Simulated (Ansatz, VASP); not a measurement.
# CdAu in two plane-wave programs

One calculation is typed for both programs; each brings its own data sets. How far apart do they land? The cell is taken from a series of runs on this material, whose earlier steps may have relaxed, scaled, displaced or heated it; both programs get it as it stands.

Method: plane waves, with VASP 6.6.1 beside it; relaxation of cell and atoms at PBEsol, in Ansatz 0.2.0.

### Step 1. Starting point

Symmetry: Cmmm, No. 65, orthorhombic system. The conventional cell has a = 6.717 Å, b = 7.018 Å, c = 3.096 Å, α = 90.00°, β = 90.00°, γ = 90.00°. Nearest to Cd lie 8 Au at 2.89 Å and 3 Cd at 3.10 to 3.15 Å. Nearest to Au lie 8 Cd at 2.89 Å and 3 Au at 2.98 to 3.10 Å. Farther neighbours are not listed.

As a file:

```
Cd Au
1.0
     3.35860   -3.50916    0.00000
     3.35860    3.50916    0.00000
     0.00000    0.00000    3.09576
Cd Au
2 2
Direct
  0.27574 0.72426 0.50000
  0.72426 0.27574 0.50000
  0.22161 0.22161 0.00000
  0.77839 0.77839 0.00000
```

### Step 2. VASP: relaxation of cell and atoms, PBEsol

The relaxed volume is the usual yardstick between codes: in a stiff, nearly cubic crystal its relative difference is about their pressure difference at one cell divided by the bulk modulus.

Lines of VASP's logs that name or quote its potential files are left out, and so is its time.

INCAR reads:

```
SYSTEM = CdAu
PREC = Accurate
ENCUT = 500
EDIFF = 1E-07
NELM = 120
ISMEAR = 1
SIGMA = 0.2
LREAL = .FALSE.
ALGO = Normal
GGA = PS
NBANDS = 29
LASPH = .TRUE.
LORBIT = 11
LWAVE = .FALSE.
LCHARG = .FALSE.
ISIF = 3
IBRION = 2
NSW = 80
EDIFFG = -0.005
GGA_COMPAT = .FALSE.
NELMIN = 4
KPAR = 2
```

POSCAR reads:

```
CdAu
1.0
    3.3586010000     -3.5091650000      0.0000000000
    3.3586010000      3.5091650000      0.0000000000
    0.0000000000      0.0000000000      3.0957570000
Cd Au
2 2
Direct
    0.2757443722      0.7242556278      0.4999998385
    0.7242556278      0.2757443722      0.4999998385
    0.2216064070      0.2216064070      0.0000000000
    0.7783934442      0.7783934442      0.0000000000
```

KPOINTS reads:

```
Automatic mesh
0
Gamma
10 10 14
0 0 0
```

Potentials, in the order of the species: Cd and Au (PBE family, release 64).

Started as:

```console
$ mpirun -np 2 vasp_std
```

Numbers of over 12 decimals in the logs are rounded to 6 here.

What it wrote:

```text
[banner, memory and clock lines left out]
running    2 mpi-ranks, on    1 nodes
 distrk:  each k-point on    1 cores,    2 groups
 distr:  one band on    1 cores,    1 groups

 POSCAR found type information on POSCAR CdAu
 POSCAR found :  2 types and       4 ions
|                                                                             |
|               ----> ADVICE to this user running VASP <----                  |
|                                                                             |
|     You enforced a specific xc type in the INCAR file but a different       |
|     [... a line on the potential file left out ...]
|     I HOPE YOU KNOW WHAT YOU ARE DOING!                                     |
|                                                                             |

 LDA part: xc-table for (Slater+PW92), standard interpolation
 POSCAR, INCAR and KPOINTS ok, starting setup
 FFT: planning ... GRIDC
 FFT: planning ... GRID_SOFT
 FFT: planning ... GRID
 WAVECAR not read
 entering main loop
       N       E                     dE             d eps       ncg     rms          rms(c)
DAV:   1     0.336614272982E+03    0.33661E+03   -0.24026E+04 14384   0.155E+03
DAV:   2    -0.156418844921E+01   -0.33818E+03   -0.32355E+03 15114   0.387E+02
DAV:   3    -0.118075206117E+02   -0.10243E+02   -0.10145E+02 16274   0.753E+01
DAV:   4    -0.118630583238E+02   -0.55538E-01   -0.55483E-01 15469   0.494E+00
DAV:   5    -0.118634395090E+02   -0.38119E-03   -0.38117E-03 16229   0.450E-01    0.126E+01
DAV:   6    -0.110354233287E+02    0.82802E+00   -0.24820E+00 15149   0.123E+01    0.788E+00
DAV:   7    -0.109661632035E+02    0.69260E-01   -0.13851E-01 15524   0.430E+00    0.427E+00
DAV:   8    -0.109554004369E+02    0.10763E-01   -0.33456E-02 15849   0.154E+00    0.281E-01
DAV:   9    -0.109546908830E+02    0.70955E-03   -0.42153E-03 15574   0.660E-01    0.212E-01
DAV:  10    -0.109547115504E+02   -0.20667E-04   -0.18839E-04 16114   0.120E-01    0.510E-02
DAV:  11    -0.109547146590E+02   -0.31086E-05   -0.12883E-05 15474   0.421E-02    0.699E-03
DAV:  12    -0.109547145649E+02    0.94125E-07   -0.41227E-07 14765   0.555E-03
   1 F= -.10954715E+02 E0= -.10954133E+02  d E =-.109547E+02
[... from here on, the cycles between the ionic steps are left out ...]
   2 F= -.10954902E+02 E0= -.10954361E+02  d E =-.187294E-03
   3 F= -.10955312E+02 E0= -.10954752E+02  d E =-.597180E-03
   9 F= -.10956014E+02 E0= -.10956020E+02  d E =-.214944E-03
  10 F= -.10956047E+02 E0= -.10956279E+02  d E =-.248159E-03
  11 F= -.10956081E+02 E0= -.10956232E+02  d E =-.281514E-03
  12 F= -.10956080E+02 E0= -.10956215E+02  d E =-.280592E-03
  13 F= -.10956080E+02 E0= -.10956223E+02  d E =-.281224E-03
  14 F= -.10956108E+02 E0= -.10956233E+02  d E =-.279730E-04
  15 F= -.10956124E+02 E0= -.10956228E+02  d E =-.438996E-04
  16 F= -.10956126E+02 E0= -.10956219E+02  d E =-.456061E-04
  17 F= -.10956140E+02 E0= -.10956215E+02  d E =-.138022E-04
  18 F= -.10956140E+02 E0= -.10956216E+02  d E =-.137950E-04
  19 F= -.10956147E+02 E0= -.10956217E+02  d E =-.695254E-05
 ZBRENT: can't locate minimum, use default step
 trial-energy change:   -0.000007  1 .order   -0.000007   -0.000007   -0.000007
 step:   3.4410(harm=  9.3881)  dis= 0.00145  next Energy=   -10.956180 (dE=-0.405E-04)
 bond charge predicted
       N       E                     dE             d eps       ncg     rms          rms(c)
DAV:   1    -0.109561763213E+02   -0.29433E-04   -0.27462E-02 14444   0.919E-01    0.321E-02
DAV:   2    -0.109561732530E+02    0.30683E-05   -0.19736E-04 15779   0.103E-01    0.180E-02
DAV:   3    -0.109561632561E+02    0.99968E-05   -0.11884E-05 15314   0.242E-02    0.645E-03
DAV:   4    -0.109561622602E+02    0.99591E-06   -0.20801E-06 15634   0.102E-02    0.314E-03
DAV:   5    -0.109561622594E+02    0.81855E-09   -0.13983E-07  8715   0.275E-03
  20 F= -.10956162E+02 E0= -.10956215E+02  d E =-.224191E-04
 curvature:  -3.43 expect dE=-0.105E-04 dE for cont linesearch -0.603E-05
 trial: gam=-0.15969 g(F)=  0.263E-05 g(S)=  0.436E-06 ort = 0.464E-05 (trialstep = 0.138E+01)
 search vector abs. value=  0.190E-05
 reached required accuracy - stopping structural energy minimisation
```

OUTCAR, selected parts (step 2):

```text
ion  position               nearest neighbor table
   1  0.276  0.724  0.500-   3 2.89   4 2.89   3 2.89   4 2.89   4 2.89   4 2.89   3 2.89   3 2.89
                             2 3.15   2 3.38   2 3.38
   2  0.724  0.276  0.500-   3 2.89   4 2.89   3 2.89   4 2.89   4 2.89   4 2.89   3 2.89   3 2.89
                             1 3.15   1 3.38   1 3.38
   3  0.222  0.222  0.000-   1 2.89   2 2.89   1 2.89   2 2.89   2 2.89   1 2.89   2 2.89   1 2.89
                             4 2.98   4 3.53   4 3.53
   4  0.778  0.778  0.000-   1 2.89   2 2.89   1 2.89   2 2.89   2 2.89   1 2.89   2 2.89   1 2.89
                             3 2.98   3 3.53   3 3.53

  LATTYP: Found a base centered orthorhombic cell.
 ALAT       =     6.7172020000
 B/A-ratio  =     1.0448293799
 C/A-ratio  =     0.4608700170

 Subroutine GETGRP returns: Found  8 space group operations
 (whereof  8 operations were pure point group operations)

The static configuration has the point symmetry D_2h.

 Found    248 irreducible k-points:

   k-points           NKPTS =    248   k-points in BZ     NKDIM =    248   number of bands    NBANDS=     29

   dimension x,y,z NGX =    36 NGY =   36 NGZ =   24
   dimension x,y,z NGXF=    72 NGYF=   72 NGZF=   48

   ENCUT  =  500.0 eV  36.75 Ry    6.06 a.u.   8.86  8.86  5.64*2*pi/ulx,y,z

   NELECT =      46.0000    total number of electrons

 k-points in reciprocal lattice and weights: Automatic mesh
   0.00000000  0.00000000  0.00000000       0.001
   0.10000000  0.00000000  0.00000000       0.003
   0.20000000  0.00000000  0.00000000       0.003
   0.30000000  0.00000000  0.00000000       0.003
   0.40000000 -0.00000000  0.00000000       0.003
   0.50000000 -0.00000000  0.00000000       0.001
   0.10000000  0.10000000  0.00000000       0.001
   0.20000000  0.10000000  0.00000000       0.003
   0.30000000  0.10000000  0.00000000       0.003
[...]
-0.40000000  0.40000000  0.50000000       0.001
   0.50000000  0.50000000  0.50000000       0.001

 average (electrostatic) potential at core
       1 -35.7453       2 -35.7453       3 -67.6036       4 -67.6036

 E-fermi :   6.2048

 k-point     1 :       0.0000    0.0000    0.0000
  band No.  band energies     occupation
    ...
     20       2.6519      2.00000
     21       2.7202      2.00000
     22       4.0104      2.00000
     23       4.5295      2.00000
     24       5.9136      2.05912
     25       7.8225     -0.00000
     26       9.9889     -0.00000
     27      10.8985      0.00000
     28      13.0871      0.00000
     29      13.5360      0.00000

 k-point     2 :       0.1000    0.0000    0.0000
  band No.  band energies     occupation
    ...
     19       2.5702      2.00000
     20       2.5822      2.00000
     21       2.7054      2.00000
     22       3.5637      2.00000
     23       4.5078      2.00000
     24       6.3979     -0.04241
     25       8.1809     -0.00000
     26       9.7044     -0.00000
     27      10.5710      0.00000
     28      13.2258      0.00000
    ...

 k-point     3 :       0.2000    0.0000    0.0000
  band No.  band energies     occupation
    ...
     19       2.4781      2.00000
     20       2.4927      2.00000
     21       2.6861      2.00000
     22       2.7582      2.00000
     23       4.9315      2.00000
     24       6.7882     -0.00029
     25       8.9888     -0.00000
     26       9.4244     -0.00000
     27       9.9544     -0.00000
     28      13.6266      0.00000
    ...

  Total        0.0019650     -0.0044287     -0.0035557      0.0000000      0.0000000      0.0000000
  in kB        0.0429590     -0.0968197     -0.0777337      0.0000000      0.0000000      0.0000000
  external PRESSURE =      -0.0438648 kB  Pullay stress =       0.0000000 kB

  energy-cutoff  :      500.00
  volume of cell :       73.29
      direct lattice vectors                 reciprocal lattice vectors
     3.395669810 -3.484767048  0.000000000     0.147246354 -0.143481614  0.000000000
     3.395669810  3.484767048  0.000000000     0.147246354  0.143481614  0.000000000
     0.000000000  0.000000000  3.096650658     0.000000000  0.000000000  0.322929549

 POSITION                                       TOTAL-FORCE (eV/Angst)
 -----------------------------------------------------------------------------------
      3.39567      1.55495      1.54832         0.000000     -0.002854      0.000000
      3.39567     -1.55495      1.54832         0.000000      0.002854      0.000000
      1.49637      0.00000      0.00000        -0.004376      0.000000      0.000000
      5.29497      0.00000      0.00000         0.004376      0.000000      0.000000
 -----------------------------------------------------------------------------------
    total drift:                                0.000291     -0.000000      0.000254

  FREE ENERGIE OF THE ION-ELECTRON SYSTEM (eV)
  ---------------------------------------------------
  free  energy   TOTEN  =       -10.9561622594 eV

  energy  without entropy=      -10.9563190814  energy(sigma->0) =      -10.95621453

 reached required accuracy - stopping structural energy minimisation

 total charge
# of ion       s       p       d       tot
------------------------------------------
    1        0.463   0.354   9.512  10.328
    2        0.463   0.354   9.512  10.328
    3        0.602   0.336   8.728   9.666
    4        0.602   0.336   8.728   9.666
--------------------------------------------------
tot          2.128   1.379  36.481  39.988

[... 3 further parts left out ...]
```

CONTCAR:

```
CdAu
   1.00000000000000
     3.3956698097367699   -3.4847670479846879    0.0000000000000000
     3.3956698097367699    3.4847670479846879    0.0000000000000000
     0.0000000000000000    0.0000000000000000    3.0966506577137580
  Cd              Au
     2     2
Direct
     0.2768935461163188    0.7231064538836810    0.4999998385000026
     0.7231064538836810    0.2768935461163188    0.4999998385000026
     0.2203347045939705    0.2203347045939705    0.0000000000000000
     0.7796651466060314    0.7796651466060314    0.0000000000000000
```

(Continued in part 2 of 2.)

[Lines on the potential files, build, host, timing and source positions are cut from VASP's logs without a mark.]

[Logs are printed without paths, hosts, clocks, repeated set-up lines and the standing remarks that a program may print on its own settings, such as how far it seeks lower states.]

[Hosts, paths, dates, database ids (printed as entryN), source tags and the programs' standing remarks are cut or masked in the printed files.]
